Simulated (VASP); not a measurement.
An input for Quantum ESPRESSO's pw.x (written as the equivalent of a VASP run, and not itself run):

```
&CONTROL
  calculation = 'scf'
  pseudo_dir = './pseudo'
  outdir = './out'
  tprnfor = .true.
  tstress = .true.
/
&SYSTEM
  ibrav = 0
  nat = 6
  ntyp = 2
  ecutwfc = 96
  occupations = 'smearing'
  smearing = 'fermi-dirac'
  degauss = 0.003675
  input_dft = 'pz'
  nspin = 2
  starting_magnetization(1) = 0.3
  starting_magnetization(2) = 0.3
/
&ELECTRONS
  conv_thr = 7.3e-08
  electron_maxstep = 100
/
ATOMIC_SPECIES
  Co 58.933 Co.upf
  Cr 51.996 Cr.upf
CELL_PARAMETERS angstrom
     0.0000000    4.1679500    4.1679500
     4.1679500    0.0000000    4.1679500
     4.1679500    4.1679500    0.0000000
ATOMIC_POSITIONS crystal
  Co   0.0000000  0.0000000  0.0000000
  Co   0.2500000  0.2500000  0.2500000
  Cr   0.6250000  0.6250000  0.6250000
  Cr   0.1250000  0.6250000  0.6250000
  Cr   0.6250000  0.6250000  0.1250000
  Cr   0.6250000  0.1250000  0.6250000
K_POINTS automatic
  4 4 4 0 0 0
```

Problem. Write the VASP files for the same calculation (LDA).

Solution. One answer among several that fit: 
### POSCAR
```
Cr2Co
1
    0.0000000000     4.1679500000     4.1679500000
    4.1679500000     0.0000000000     4.1679500000
    4.1679500000     4.1679500000     0.0000000000
Co Cr
2 4
Direct
  0.0000000000   0.0000000000   0.0000000000
  0.2500000000   0.2500000000   0.2500000000
  0.6250000000   0.6250000000   0.6250000000
  0.1250000000   0.6250000000   0.6250000000
  0.6250000000   0.6250000000   0.1250000000
  0.6250000000   0.1250000000   0.6250000000
```

INCAR:
```
ALGO = Normal
EDIFF = 1E-6
ENCUT = 300
ISIF = 2
ISMEAR = -1
ISPIN = 2
LASPH = T
LCHARG = F
LMAXMIX = 4
LORBIT = 11
LREAL = F
LWAVE = F
MAGMOM = 6*3.0
NELM = 100
PREC = Accurate
SIGMA = 0.05
SYSTEM = Cr2Co
```

### KPOINTS
```
Automatic mesh
0
Gamma
4 4 4
0 0 0
```

POTCAR, in this order: Co Cr_pv (LDA.64 set). Program: vasp_std.

The two are equivalent in intent, not identical: the potentials are each code's own (VASP's PAW set, PseudoDojo norm-conserving files in pw.x), so ENCUT and ecutwfc are chosen apart and not converted; conv_thr bounds pw.x's estimated SCF error, while EDIFF bounds the energy change between steps; starting_magnetization is a fraction of the valence charge and MAGMOM a moment in μB, so they match only roughly.

The structure comes from a measured Cr2Co entry of the Crystallography Open Database, whose conditions weren't checked. The cell was not relaxed at this level. The k-mesh is coarse (spacing up to 0.33 per Å, 2π included), so the numbers may not be converged in it. The run is one of a series of settings (GGA removed, POTCAR Co Cr_pv (LDA.64 set) against the base run), some of them coarse on purpose.
